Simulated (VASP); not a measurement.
Here is the system:

```
CELL_PARAMETERS angstrom
      4.05666     0.00000     0.00000
      0.00000     4.05666     0.00000
      0.00000     0.00000     5.45208
ATOMIC_POSITIONS crystal
  Pb 0.50000 0.00000 0.78147
  Pb 0.00000 0.50000 0.21853
  O  0.50000 0.50000 0.00000
  O  0.00000 0.00000 0.00000
```

Level of theory: PBE GGA, VASP's PBE PAW potentials (set 64) (plane waves; VASP 6.6.1). Numerical set-up: 520 eV cut-off, 6×6×5 Γ-centred mesh, tetrahedra with Blöchl corrections, potentials Pb_d O.

The cores are frozen, which limits the accuracy of field gradients. Without a dispersion term in the relaxation, distances and binding between the weakly bound layers, chains or molecules are unreliable, and so is what depends on them.

**Question.** Give the principal components of the electric field gradient (V/Å²) and the asymmetry η at each nucleus.

**Answer.** 
```csv
atom,Vxx,Vyy,Vzz,η
Pb1,106.4,106.4,-212.8,0.00
Pb2,106.4,106.4,-212.8,0.00
O3,2.5,2.5,-4.9,0.00
O4,2.5,2.5,-4.9,0.00
```

The compound is PbO in the litharge structure. It was relaxed first, which changed the volume by +13 %.
